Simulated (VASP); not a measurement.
Consider the following.

```
AgAl
1.0
    0.00000     2.07049     2.07049
    2.07049     0.00000     2.07049
    7.81771     7.81771     0.46424
Al Ag
2 2
Direct
  0.99978   0.99978   0.00016
  0.00022   0.00022   0.24984
  0.01107   0.01107   0.49170
  0.98893   0.98893   0.75830
```

These are PBEsol GGA, VASP's PBE PAW potentials (set 64) (plane waves; VASP) values and carry that method's errors. Run with 400 eV cut-off, Gaussian smearing of 0.050 eV, potentials Al Ag.

### Question
Estimate the band gap (along the path) with the smallest direct gap where there is one.

### Answer

```json
{
 "band gap (along the path)": "none (metal, semimetal or under 0.01 eV)"
}
```

Only differences to runs with the same potentials and settings are physical.

The structure was generated: Ag2Al2 was put into an ordered model structure (R-3m), which need not be its known phase. It was relaxed first.
